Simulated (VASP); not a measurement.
# Gap, carriers and strain in BiP (F-43m), part 2 of 3

Wanted: where the band edges of BiP lie, how heavy the carriers are and how strain moves the gap. The cell is generated by rule, not measured, and may not be a known phase.

VASP 6.6.1, plane waves and PAW; the level of theory is named at each step.

Still holding for the runs below: The k-mesh is coarse for a metal.

So far. Step 3 (Bands on a dense mesh): At 18.2 GPa the cell is away from the equilibrium volume of this level: left free, it would expand.

The structure was built from a prototype and need not be the compound's stable phase.

### 4. Bands with spin-orbit coupling

This step: PBE, spin-orbit coupling; plane waves and PAW (Bi_d, P); invented cell (VASP 6.6.1).

Spin-orbit coupling can split and shift the band edges, more so for heavy elements, so the bands are solved again with spinors.

INCAR reads:

```
SYSTEM = BiP
PREC = Accurate
ENCUT = 400
EDIFF = 1E-06
NELM = 100
ISMEAR = 0
SIGMA = 0.02
LREAL = .FALSE.
ALGO = Normal
GGA = PE
LNONCOLLINEAR = .TRUE.
MAGMOM = 0 0 0 0 0 0
NBANDS = 32
GGA_COMPAT = .FALSE.
LASPH = .TRUE.
LSORBIT = .TRUE.
LORBIT = 11
LWAVE = .FALSE.
LCHARG = .FALSE.
KPAR = 4
ISIF = 2
```

POSCAR reads:

```
BiP
1.0
    0.0000000000      2.9791300000      2.9791300000
    2.9791300000      0.0000000000      2.9791300000
    2.9791300000      2.9791300000      0.0000000000
Bi P
1 1
Direct
    0.0000000000      0.0000000000      0.0000000000
    0.2500000000      0.2500000000      0.2500000000
```

KPOINTS reads:

```
Automatic mesh
0
Gamma
8 8 8
0 0 0
```

KPOINTS_OPT reads:

```
Line mode
16
Line-mode
Reciprocal
  0.00000000   0.00000000   0.00000000 GAMMA
  0.50000000   0.00000000   0.50000000 X

  0.50000000   0.00000000   0.50000000 X
  0.50000000   0.25000000   0.75000000 W

  0.50000000   0.25000000   0.75000000 W
  0.37500000   0.37500000   0.75000000 K

  0.37500000   0.37500000   0.75000000 K
  0.00000000   0.00000000   0.00000000 GAMMA

  0.00000000   0.00000000   0.00000000 GAMMA
  0.50000000   0.50000000   0.50000000 L

  0.50000000   0.50000000   0.50000000 L
  0.62500000   0.25000000   0.62500000 U

  0.62500000   0.25000000   0.62500000 U
  0.50000000   0.25000000   0.75000000 W

  0.50000000   0.25000000   0.75000000 W
  0.50000000   0.50000000   0.50000000 L

  0.50000000   0.50000000   0.50000000 L
  0.37500000   0.37500000   0.75000000 K

  0.62500000   0.25000000   0.62500000 U
  0.50000000   0.00000000   0.50000000 X
```

PAW data sets: Bi_d and P (PBE family, release 64).

Command:

```bash
> mpirun -np 4 vasp_ncl
```

Log:

```text
[... set-up lines as in an earlier step ...]
 entering main loop
       N       E                     dE             d eps       ncg     rms          rms(c)
DAV:   1     0.182808692096E+03    0.18281E+03   -0.83512E+03  2760   0.113E+03
DAV:   2     0.989690320430E+01   -0.17291E+03   -0.16683E+03  2872   0.350E+02
DAV:   3    -0.805990706862E+01   -0.17957E+02   -0.17583E+02  3368   0.126E+02
DAV:   4    -0.877242169136E+01   -0.71251E+00   -0.71047E+00  3224   0.268E+01
DAV:   5    -0.880825555805E+01   -0.35834E-01   -0.35826E-01  4256   0.555E+00    0.473E+00
DAV:   6    -0.849193233177E+01    0.31632E+00   -0.64604E-01  3616   0.491E+00    0.278E+00
DAV:   7    -0.848016644260E+01    0.11766E-01   -0.15267E-01  3304   0.188E+00    0.162E+00
DAV:   8    -0.847712524942E+01    0.30412E-02   -0.15991E-02  3768   0.129E+00    0.491E-01
DAV:   9    -0.847691050426E+01    0.21475E-03   -0.19133E-03  3664   0.369E-01    0.175E-01
DAV:  10    -0.847676727207E+01    0.14323E-03   -0.84830E-04  3856   0.270E-01    0.344E-02
DAV:  11    -0.847678369589E+01   -0.16424E-04   -0.99210E-05  3112   0.577E-02    0.318E-02
DAV:  12    -0.847678993818E+01   -0.62423E-05   -0.16728E-05  3560   0.372E-02    0.118E-02
DAV:  13    -0.847678974816E+01    0.19002E-06   -0.19400E-06  2864   0.163E-02
   1 F= -.84767897E+01 E0= -.84766293E+01  d E =-.320940E-03  mag=    -0.0000    -0.0000     0.0000
 Start KPOINTS_OPT (optional k-point list driver)
k-point batch [1-43\160]
       N       E                     dE             ncg
DAV:   1     0.144310276308E+04   -0.18776E+05     2752
DAV:   2    -0.590167592534E+04   -0.73448E+04     2784
DAV:   3    -0.665940954106E+04   -0.75773E+03     3512
DAV:   4    -0.668904387163E+04   -0.29634E+02     3376
DAV:   5    -0.669042519537E+04   -0.13813E+01     4336
DAV:   6    -0.669043873286E+04   -0.13537E-01     3536
DAV:   7    -0.669043937455E+04   -0.64168E-03     4320
DAV:   8    -0.669043938270E+04   -0.81492E-05     3416
DAV:   9    -0.669043938297E+04   -0.27553E-06     2392
[...]
k-point batch [130-160\160]
       N       E                     dE             ncg
DAV:   1     0.706992700743E+04   -0.16503E+05     1992
DAV:   2     0.177275062869E+04   -0.52972E+04     2056
DAV:   3     0.123996105833E+04   -0.53279E+03     2520
DAV:   4     0.122057730593E+04   -0.19384E+02     2544
DAV:   5     0.121964592115E+04   -0.93138E+00     3016
DAV:   6     0.121963211723E+04   -0.13804E-01     2656
DAV:   7     0.121963166045E+04   -0.45678E-03     3040
DAV:   8     0.121963165363E+04   -0.68239E-05     2568
DAV:   9     0.121963165344E+04   -0.18538E-06     1728
```

It took 1.9 min on 4 MPI ranks of AMD EPYC 7R43, shared host; peak memory 1.1 GiB.

From OUTCAR (step 4):

```text
The static configuration has the point symmetry T_d .

 Found     43 irreducible k-points:

   k-points           NKPTS =     43   k-points in BZ     NKDIM =     43   number of bands    NBANDS=     32

   NELECT =      20.0000    total number of electrons

 E-fermi :   6.9435

 k-point     1 :       0.0000    0.0000    0.0000
  band No.  band energies     occupation
    ...
     18       4.9405      1.00000
     19       4.9405      1.00000
     20       4.9405      1.00000
     21       6.9147      0.97914
     22       6.9147      0.97914
     23       8.1971      0.00000
     24       8.1971      0.00000
     25       8.1971      0.00000
     26       8.1971      0.00000
     27      11.3811      0.00000
    ...

 k-point     2 :       0.1250    0.0000    0.0000
  band No.  band energies     occupation
    ...
     16       3.9518      1.00000
     17       4.7098      1.00000
     18       4.7297      1.00000
     19       5.0232      1.00000
     20       5.0232      1.00000
     21       7.3000      0.00000
     22       7.3000      0.00000
     23       8.4500      0.00000
     24       8.4500      0.00000
     25       8.4996      0.00000
    ...

  Total        6.2502538      6.2502538      6.2502538      0.0000000      0.0000000      0.0000000
  in kB      189.3694311    189.3694311    189.3694311      0.0000000      0.0000000      0.0000000
  external PRESSURE =     189.3694311 kB  Pullay stress =       0.0000000 kB

  FREE ENERGIE OF THE ION-ELECTRON SYSTEM (eV)
  ---------------------------------------------------
  free  energy   TOTEN  =        -8.4767897482 eV

  energy  without entropy=       -8.4764688086  energy(sigma->0) =       -8.47662928

 Spin-Orbit-Coupling matrix elements
 Ion:    1  E_soc:     -1.4289416
 Ion:    2  E_soc:     -0.0025465

 total charge
# of ion       s       p       d       tot
------------------------------------------
    1        1.574   1.373   9.983  12.930
    2        1.125   1.415   0.000   2.540
--------------------------------------------------
tot          2.699   2.788   9.983  15.470

 magnetization (x)
# of ion       s       p       d       tot
------------------------------------------
    1       -0.000   0.000  -0.000   0.000
    2        0.000   0.000   0.000   0.000
--------------------------------------------------
tot          0.000   0.000  -0.000   0.000

 magnetization (y)
# of ion       s       p       d       tot
------------------------------------------
    1        0.000   0.000  -0.000  -0.000
    2        0.000   0.000   0.000   0.000
--------------------------------------------------
tot          0.000   0.000  -0.000   0.000

 magnetization (z)
# of ion       s       p       d       tot
------------------------------------------
    1        0.000   0.000  -0.000   0.000
    2       -0.000  -0.000   0.000  -0.000
--------------------------------------------------
tot         -0.000   0.000  -0.000   0.000

[... 7 parts as in an earlier step ...]

[... 6 further parts left out ...]
```

LASPH is on here and off in the session's scalar semilocal runs, so a comparison with those holds both changes.

This step gave:

- SCF cycles: 13
- bands: 32
- irreducible k-points: 43
- free energy (TOTEN): -8.477 eV
- energy at zero smearing: -8.477 eV
- Fermi energy: 6.944 eV
- pressure: 18.94 GPa

The spin moment in the PAW sphere vanishes on all atoms.

On-site spin-orbit energy by atom:

| atom | on-site spin-orbit energy (eV) |
| --- | --- |
| Bi1 | -1.43 |
| P2 | 0.00 |

The electronic bands at the labelled points (eV, zero at the Fermi level; # counts the bands kept, so #1 is VASP's band 13):

| point | #5 | #6 | #7 | #8 | #9 | #10 | #11 | #12 |
| --- | --- | --- | --- | --- | --- | --- | --- | --- |
| Γ | -2.00 | -2.00 | -2.00 | -2.00 | -0.03 | -0.03 | 1.25 | 1.25 |
| 0.47 of the way | -3.39 | -3.39 | -0.66 | -0.66 | -0.17 | -0.17 | 2.66 | 2.66 |
| X | -4.41 | -4.41 | -0.90 | -0.90 | -0.78 | -0.78 | 5.46 | 5.46 |
| 0.53 of the way | -4.74 | -4.72 | -0.18 | -0.09 | 0.07 | 0.46 | 3.97 | 4.46 |
| W | -4.98 | -4.93 | 0.75 | 0.78 | 1.42 | 2.22 | 2.31 | 2.72 |
| 0.47 of the way | -4.85 | -4.55 | -0.01 | 0.19 | 1.32 | 1.69 | 3.01 | 3.59 |
| K | -4.37 | -4.24 | -0.70 | -0.66 | 1.31 | 1.58 | 3.80 | 4.33 |
| 0.53 of the way | -2.97 | -2.77 | -1.28 | -0.97 | 0.97 | 1.43 | 1.94 | 2.04 |
| Γ | -2.00 | -2.00 | -2.00 | -2.00 | -0.03 | -0.03 | 1.25 | 1.25 |
| 0.53 of the way | -2.70 | -2.68 | -2.18 | -2.18 | 1.21 | 1.21 | 2.12 | 2.14 |
| L | -3.08 | -3.08 | -2.55 | -2.55 | 1.65 | 1.65 | 2.31 | 2.31 |
| 0.47 of the way | -3.81 | -3.66 | -1.09 | -0.85 | 1.68 | 1.70 | 2.79 | 2.88 |
| U | -4.37 | -4.24 | -0.70 | -0.66 | 1.31 | 1.58 | 3.80 | 4.33 |
| 0.47 of the way | -4.77 | -4.48 | -0.17 | 0.04 | 1.32 | 1.65 | 3.15 | 3.73 |
| W | -4.98 | -4.93 | 0.75 | 0.78 | 1.42 | 2.22 | 2.31 | 2.72 |
| 0.47 of the way | -4.28 | -3.89 | -0.51 | -0.22 | 1.40 | 1.86 | 2.90 | 3.06 |
| L | -3.08 | -3.08 | -2.55 | -2.55 | 1.65 | 1.65 | 2.31 | 2.31 |
| 0.47 of the way | -3.81 | -3.66 | -1.09 | -0.85 | 1.68 | 1.70 | 2.79 | 2.88 |
| K | -4.37 | -4.24 | -0.70 | -0.66 | 1.31 | 1.58 | 3.80 | 4.33 |
| jump to U | -4.37 | -4.24 | -0.70 | -0.66 | 1.31 | 1.58 | 3.80 | 4.33 |
| 0.53 of the way | -4.54 | -4.45 | -0.81 | -0.81 | -0.29 | -0.01 | 4.81 | 5.14 |
| X | -4.41 | -4.41 | -0.90 | -0.90 | -0.78 | -0.78 | 5.46 | 5.46 |

Of the projections kept (Bi, P), the largest for each band there; the rest of the weight can lie on other orbitals:

| point | #5 | #6 | #7 | #8 | #9 | #10 | #11 | #12 |
| --- | --- | --- | --- | --- | --- | --- | --- | --- |
| Γ | P 0.65 | P 0.65 | P 0.65 | P 0.65 | Bi 0.54 | Bi 0.54 | Bi 0.88 | Bi 0.88 |
| X | Bi 0.50 | Bi 0.50 | P 0.59 | P 0.59 | Bi 0.72 | Bi 0.72 | Bi 0.55 | Bi 0.55 |
| W | Bi 0.57 | Bi 0.51 | P 0.72 | P 0.72 | Bi 0.75 | P 0.68 | P 0.66 | Bi 0.77 |
| K | Bi 0.53 | Bi 0.51 | Bi 0.54 | Bi 0.50 | P 0.54 | P 0.60 | Bi 0.59 | Bi 0.63 |
| Γ | P 0.65 | P 0.65 | P 0.65 | P 0.65 | Bi 0.54 | Bi 0.54 | Bi 0.88 | Bi 0.88 |
| L | P 0.55 | P 0.55 | Bi 0.51 | Bi 0.51 | Bi 0.63 | Bi 0.63 | Bi 0.78 | Bi 0.78 |

### 5. Orbitals for bands with HSE06

This step: PBE; plane waves and PAW (Bi_d, P); invented cell (VASP 6.6.1).

The hybrid starts from PBE orbitals, which saves many expensive cycles.

INCAR reads:

```
SYSTEM = BiP
PREC = Accurate
ENCUT = 400
EDIFF = 1E-05
NELM = 100
ISMEAR = 0
SIGMA = 0.02
LREAL = .FALSE.
ALGO = Normal
GGA = PE
NBANDS = 16
LORBIT = 11
LWAVE = .TRUE.
LCHARG = .FALSE.
KPAR = 4
```

POSCAR is that of step 4.

KPOINTS reads:

```
Automatic mesh
0
Gamma
4 4 4
0 0 0
```

Command:

```bash
> mpirun -np 4 vasp_std
```

Log:

```text
[... set-up lines as in an earlier step ...]
 entering main loop
       N       E                     dE             d eps       ncg     rms          rms(c)
DAV:   1     0.137847934702E+03    0.13785E+03   -0.89166E+03   264   0.110E+03
DAV:   2     0.824690872832E+00   -0.13702E+03   -0.13486E+03   272   0.310E+02
DAV:   3    -0.819406996040E+01   -0.90188E+01   -0.89280E+01   368   0.833E+01
DAV:   4    -0.838651386765E+01   -0.19244E+00   -0.19242E+00   288   0.141E+01
DAV:   5    -0.839437801799E+01   -0.78642E-02   -0.78640E-02   384   0.250E+00    0.471E+00
DAV:   6    -0.809402549525E+01    0.30035E+00   -0.82283E-01   376   0.521E+00    0.300E+00
DAV:   7    -0.808202946535E+01    0.11996E-01   -0.12341E-01   320   0.166E+00    0.132E+00
DAV:   8    -0.807965353575E+01    0.23759E-02   -0.91447E-03   304   0.796E-01    0.304E-01
DAV:   9    -0.807953468184E+01    0.11885E-03   -0.12194E-03   352   0.244E-01    0.781E-02
DAV:  10    -0.807952872992E+01    0.59519E-05   -0.23483E-04   336   0.128E-01    0.226E-02
DAV:  11    -0.807952915612E+01   -0.42619E-06   -0.22851E-05   256   0.404E-02
   1 F= -.80795292E+01 E0= -.80790002E+01  d E =-.105786E-02
 writing wavefunctions
```

Wall time 3.4 s (4 MPI ranks); peak memory 0.44 GiB.

OUTCAR, selected parts (step 5):

```text
   k-points           NKPTS =      8   k-points in BZ     NKDIM =      8   number of bands    NBANDS=     16

   NELECT =      20.0000    total number of electrons

 E-fermi :   6.8203

 k-point     1 :       0.0000    0.0000    0.0000
  band No.  band energies     occupation
    ...
      6      -7.8685      2.00000
      7       2.0764      2.00000
      8       4.6848      2.00000
      9       4.6848      2.00000
     10       4.6848      2.00000
     11       7.6917      0.00000
     12       7.6917      0.00000
     13       7.6917      0.00000
     14      11.3332      0.00000
     15      14.3735      0.00000
    ...

  Total        5.4127220      5.4127220      5.4127220     -0.0000000     -0.0000000     -0.0000000
  in kB      163.9939934    163.9939934    163.9939934     -0.0000000     -0.0000000     -0.0000000
  external PRESSURE =     163.9939934 kB  Pullay stress =       0.0000000 kB

 POSITION                                       TOTAL-FORCE (eV/Angst)
 -----------------------------------------------------------------------------------
      0.00000      0.00000      0.00000         0.000000      0.000000      0.000000
      1.48957      1.48957      1.48957        -0.000000     -0.000000      0.000000
 -----------------------------------------------------------------------------------
    total drift:                                0.000000      0.000000      0.000000

  FREE ENERGIE OF THE ION-ELECTRON SYSTEM (eV)
  ---------------------------------------------------
  free  energy   TOTEN  =        -8.0795291561 eV

  energy  without entropy=       -8.0784713006  energy(sigma->0) =       -8.07900023

[... 6 parts as in an earlier step ...]

[... 10 further parts left out ...]
```

Numbers from this step:

* SCF cycles: 11
* bands: 16
* irreducible k-points: 8
* free energy (TOTEN): -8.080 eV
* energy at zero smearing: -8.079 eV
* Fermi energy: 6.820 eV
* pressure: 16.40 GPa

The run ends at a pressure of 16.40 GPa.

[end of part 2 of 3]

[Lines on the potential files, build, host, timing and source positions are cut from VASP's logs without a mark.]

[Logs are printed without paths, hosts, clocks, repeated set-up lines and the standing remarks that a program may print on its own settings, such as how far it seeks lower states.]

[Hosts, paths, dates, database ids (printed as entryN), source tags and the programs' standing remarks are cut or masked in the printed files.]

[In band tables of VASP the shares of atoms and orbitals are scaled to a sum of 1 inside the atoms' spheres.]

[Gaps and slopes under strain along one axis are those of the sampled path and mesh points; where strain splits equal valleys, another of them can be the edge.]
